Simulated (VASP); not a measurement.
# Ca3ZnSe4: optical spectrum with PBEsol+rVV10

Crystal: Ca3ZnSe4.

```
CELL_PARAMETERS angstrom
6.38183 0.00000 0.00000
0.00000 6.38183 0.00000
0.00000 0.00000 6.38183
ATOMIC_POSITIONS crystal
Se 0.23009 0.23009 0.23009
Se 0.23009 0.76991 0.76991
Se 0.76991 0.23009 0.76991
Se 0.76991 0.76991 0.23009
Zn 0.00000 0.00000 0.00000
Ca 0.50000 0.00000 0.50000
Ca 0.50000 0.50000 0.00000
Ca 0.00000 0.50000 0.50000
```

The cell comes from a database or a generator and needn't be the stable form of this composition.

```json
{
  "Program": "VASP 6.6.1",
  "Task": "optical spectrum",
  "Functional": "PBEsol",
  "Dispersion": "rVV10",
  "Potentials or basis": "VASP PAW PBE potentials, release 64 (Se, Zn, Ca_sv)",
  "Cutoff": "520 eV",
  "k mesh": "4 × 4 × 4",
  "Occupations": "gaussian, width 0.01 eV",
  "Spin": "no spin polarisation",
  "Further INCAR settings": "ALGO = Fast; EDIFF = 1e-06; NBANDS = 57"
}
```

The pressure is -1.8 GPa. The largest force is 0.126 eV/Å and the band gap on the k mesh is 1.91 eV, indirect (least direct gap 1.97 eV).

Forces on the atoms (eV/Å):
```
Se  -0.073 -0.073 -0.073
Se  -0.073  0.073  0.073
Se   0.073 -0.073  0.073
Se   0.073  0.073 -0.073
Zn   0.000  0.000  0.000
Ca   0.000  0.000  0.000
Ca   0.000  0.000  0.000
Ca   0.000  0.000  0.000
```

Levels at points of the mesh, in eV from the valence-band top:
```tsv
k point	band 31	band 32	band 33	band 34	band 35	band 36
(0.00, 0.00, 0.00)	-0.06	-0.06	-0.06	1.91	3.36	3.36
(0.50, 0.00, 0.00)	-0.20	0.00	0.00	3.70	3.73	3.74
(0.50, 0.50, 0.00)	-0.13	-0.13	-0.04	3.69	4.06	4.31
(0.50, 0.50, 0.50)	-0.09	-0.09	-0.09	2.66	4.70	4.70
```

Dielectric function (mean over the directions given):
| energy (eV) | real part | imaginary part |
| --- | --- | --- |
| 0.29 | 4.90 | 0.01 |
| 1.27 | 5.26 | 0.07 |
| 2.31 | 6.20 | 0.39 |
| 3.35 | 7.30 | 2.54 |
| 4.39 | 7.24 | 7.02 |
| 5.43 | 1.37 | 8.31 |
| 6.46 | -1.15 | 4.73 |
| 7.50 | -0.94 | 2.60 |
| 8.54 | -1.97 | 2.82 |
| 9.58 | -1.36 | 0.81 |
| 10.62 | -0.56 | 0.20 |
| 11.66 | -0.14 | 0.09 |
| 12.70 | 0.19 | 0.05 |
| 13.74 | 0.36 | 0.06 |
| 14.78 | 0.51 | 0.05 |
| 15.82 | 0.59 | 0.07 |
| 16.85 | 0.68 | 0.02 |
| 17.89 | 0.76 | 0.02 |
| 18.93 | 0.83 | 0.02 |
| 19.97 | 0.91 | 0.01 |

Wall time 4.8 min on 1 thread of AMD EPYC 9R45 96-Core Processor (Zen 5), with other jobs on the host, peak memory 0.76 GiB.

Caveat: spectra need much finer meshes, so this one isn't converged; independent-particle spectra lack excitons; the PAW data sets were made with another functional, which shifts forces and pressure a little. A k mesh can miss the band edges.
